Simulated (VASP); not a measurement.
Input of a VASP 6.6.1 run:

The input POSCAR:

```
HfOs
1.0
    3.2447996622      0.0000000000      0.0000000000
    0.0000000000      3.2447996622      0.0000000000
    0.0000000000      0.0000000000      3.2447996622
Hf Os
1 1
Direct
    0.0000000000      0.0000000000      0.0000000000
    0.5000000000      0.5000000000      0.5000000000
```

The input INCAR.step1:

```
PREC = Accurate
ENCUT = 520
ISMEAR = 0
SIGMA = 0.0173
LREAL = F
LASPH = T
NELM = 150
MAGMOM = 0 0 0 0 0 0
LSORBIT = T
GGA_COMPAT = F
LMAXMIX = 4
NBANDS = 30
GGA = PE
ALGO = Normal
EDIFF = 1E-4
LWAVE = T
LCHARG = F
```

File INCAR.step2:

```
PREC = Accurate
ENCUT = 520
EDIFF = 1E-6
ISMEAR = 0
SIGMA = 0.0173
LREAL = F
LASPH = T
NELM = 150
ALGO = Normal
ISIF = 2
LWAVE = F
LCHARG = T
MAGMOM = 0 0 0 0 0 0
LORBIT = 11
LSORBIT = T
GGA_COMPAT = F
LORBMOM = T
LMAXMIX = 4
METAGGA = R2SCAN
LMIXTAU = T
LVHAR = T
NBANDS = 30
ISTART = 1
```

The input KPOINTS:

```
Automatic mesh
0
Gamma
  8 8 8
```

Potentials or basis: VASP PAW PBE potentials, release 64 (Hf_pv, Os).

Run with:

```console
$ cat potpaw_PBE.64/Hf_pv/POTCAR potpaw_PBE.64/Os/POTCAR > POTCAR
$ cp INCAR.step1 INCAR
$ mpirun -np 1 vasp_ncl > vasp.out
$ cp INCAR.step2 INCAR
$ mpirun -np 1 vasp_ncl > vasp.out
```

Task: Estimate the net moment.

Result: 0.00 μB per cell.

Task: Predict the pressure.

Result: -0.9 GPa.

Moments on the atoms (μB; x, y, z):
```
Hf  0.00 0.00 0.00
Os  0.00 0.00 0.00
```

Caveat: the PAW data sets were made with another functional, which shifts forces and pressure a little.
